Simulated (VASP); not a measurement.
The system is MgO.

```
CELL_PARAMETERS angstrom
0.00000 2.10850 2.10850
2.10850 0.00000 2.10850
2.10850 2.10850 0.00000
ATOMIC_POSITIONS crystal
Mg 0.00000 0.00000 0.00000
O 0.50000 0.50000 0.50000
```

```yaml
Program: VASP 6.6.1
Task: relaxation of cell and atoms
Functional: PBE
Potentials_or_basis: VASP PAW PBE potentials, release 64 (Mg, O)
Cutoff: 520 eV
k_mesh: 12 × 12 × 12
Occupations: gaussian, width 1 eV
Spin: no spin polarisation
```

At the start: pressure 3.4 GPa; volume 9.37 Å³/atom.

Where does the relaxation end?

Over 3 steps the energy falls by 2.1 meV/atom and the volume is 9.57 Å³/atom (+2.1 %); space group Fm-3m (No. 225, to 0.05 Å).

The path:
```csv
step,energy change (eV),largest force (eV/Å),pressure (GPa),volume (Å³)
1,0.0000,0.0000,3.37,18.75
2,-0.0037,0.0000,-1.09,19.29
3,-0.0041,0.0000,0.00,19.15
```

Final structure:
```
Mg O
1.0
     0.00000    2.12341    2.12341
     2.12341    0.00000    2.12341
     2.12341    2.12341    0.00000
Mg O
1 1
Cartesian
  0.0000 0.0000 0.0000
  2.1234 2.1234 2.1234
```
